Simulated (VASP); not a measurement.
A convergence study with VASP on CdS (zinc blende): one setting is varied, all else stays as given below, so the limit is that of these other settings. ε∞ is the independent-particle value.

```
CELL_PARAMETERS angstrom
      0.00000     2.91000     2.91000
      2.91000     0.00000     2.91000
      2.91000     2.91000     0.00000
ATOMIC_POSITIONS crystal
  Cd 0.00000 0.00000 0.00000
  S  0.25000 0.25000 0.25000
```

These are PBE GGA, VASP's PBE PAW potentials (set 64) (plane waves; VASP) values and carry that method's errors. The tightest run used: 550 eV cut-off, 7×7×7 Γ-centred mesh, Gaussian smearing of 0.050 eV, potentials Cd S.

| setting | mean ε∞ | bands |
|---|---|---|
| NBANDS = 10 | 4.92 | 10 |
| NBANDS = 11 | 5.88 | 11 |
| NBANDS = 13 | 6.64 | 13 |

Task: These are the cheaper rows. Estimate the results at NBANDS = 137, and how far the last row shown lies from them.

Result: 
```json
[
 {"quantity": "mean ε∞", "tightest run": "7.06", "last row shown is off by": "-0.42"}
]
```

Left out are rungs that failed or repeat a setting and relaxations that didn't move; long series are thinned to 24 rows.

The compound is CdS in the zinc blende structure, a metastable form; wurtzite is the usual one. The cell was not relaxed at this level.
